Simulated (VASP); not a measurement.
A convergence study with VASP on SiO$_{2}$ (rutile): one setting is varied, all else stays as given below, so the limit is that of these other settings.

```
O2Si
1.0
    4.18000     0.00000     0.00000
    0.00000     4.18000     0.00000
    0.00000     0.00000     2.67000
Si O
2 4
Direct
  0.00000   0.00000   0.00000
  0.50000   0.50000   0.50000
  0.30600   0.30600   0.00000
  0.80600   0.19400   0.50000
  0.19400   0.80600   0.50000
  0.69400   0.69400   0.00000
```

Computed with LDA (Ceperley-Alder, Perdew-Zunger), VASP's LDA PAW potentials (set 64) (plane waves; VASP 6.6.1). The tightest run used: 700 eV cut-off, 9×9×13 Monkhorst-Pack mesh, Gaussian smearing of 0.050 eV, potentials Si O.

| setting | E (eV/atom) | pressure (GPa) | largest force (eV/Å) | irreducible k-points |
|---|---|---|---|---|
| 1×1×1 mesh | -6.5409 | 18.49 | 3.464 | 1 |
| 1×1×2 mesh | -8.9628 | -11.60 | 0.220 | 1 |
| 2×2×3 mesh | -8.6525 | -3.87 | 0.035 | 2 |
| 3×3×4 mesh | -8.6692 | -4.08 | 0.002 | 6 |

### Question
These are the cheaper rows. Estimate the results at 9×9×13 mesh, and how far the last row shown lies from them.

### Answer

```json
[
 {"quantity": "E (eV/atom)", "tightest run": "-8.6669", "last row shown is off by": "-0.0022"},
 {"quantity": "pressure (GPa)", "tightest run": "-4.06", "last row shown is off by": "-0.02"},
 {"quantity": "largest force (eV/Å)", "tightest run": "0.001", "last row shown is off by": "0.001"}
]
```

Left out are rungs that failed or repeat a setting and relaxations that didn't move; long series are thinned to 24 rows.

The compound is SiO2 in the rutile structure, stishovite, a high-pressure form. The cell was not relaxed at this level, forces remain on its atoms.
